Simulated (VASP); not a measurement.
A run of VASP 6.6.1 is set up as follows.

INCAR

```
SYSTEM = HgTe
ALGO = Normal
EDIFF = 1E-7
EDIFFG = -0.005
ENCUT = 600
GGA = CA
IBRION = 2
ISIF = 3
ISMEAR = 0
LASPH = .True.
LCHARG = .False.
LREAL = .False.
LWAVE = .False.
NELM = 80
NSW = 90
PREC = Accurate
SIGMA = 0.03
```

File KPOINTS:

```
k-points
0
Gamma
  10 10 10
  0 0 0
```

File POSCAR:

```
HgTe                                    
1.0
   -0.0000000000      3.2241011875      3.2241011875
    3.2241011875      0.0000000000      3.2241011875
    3.2241011875      3.2241011875     -0.0000000000
  Hg              Te            
     1     1
Direct
     0.0000000000000000    0.0000000000000000    0.0000000000000000
     0.2500000000000000    0.2500000000000000    0.2500000000000000
```

Potentials or basis: VASP PAW LDA potentials, release 64 (Hg, Te).

Command:

```sh
$ cat potpaw_LDA.64/Hg/POTCAR potpaw_LDA.64/Te/POTCAR > POTCAR
$ mpirun -np 1 vasp_std > vasp.out
```

Question: Estimate the band gap on the k mesh.

Answer: None (metal or under the smearing width).

Final structure:
```
CELL_PARAMETERS angstrom
0.00000 3.22410 3.22410
3.22410 0.00000 3.22410
3.22410 3.22410 0.00000
ATOMIC_POSITIONS crystal
Hg 0.00000 0.00000 0.00000
Te 0.25000 0.25000 0.25000
```

Caveat: the relaxation stopped at its first step, so nothing moved. Spin-orbit coupling is left out, which matters for the levels of Hg, Te.
